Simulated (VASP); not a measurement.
Input:

```
CELL_PARAMETERS angstrom
      0.00000     2.78125     2.78125
      2.78125     0.00000     2.78125
      2.78125     2.78125     0.00000
ATOMIC_POSITIONS crystal
  Be 0.00000 0.00000 0.00000
  Te 0.25000 0.25000 0.25000
```

Method: LDA (Ceperley-Alder, Perdew-Zunger), VASP's LDA PAW potentials (set 64) (plane waves; VASP 6.6.1). Settings: 520 eV cut-off, 9×9×9 Γ-centred mesh, tetrahedra with Blöchl corrections, potentials Be Te.

### Question
What does the run give for the energy per atom (σ→0)?

### Answer

```yaml
energy per atom (σ→0): -421.0 kJ/mol-atom
```

The absolute energy has meaning only against runs of the same code, potentials and settings.

The compound is BeTe in the zinc blende structure. It was relaxed first.
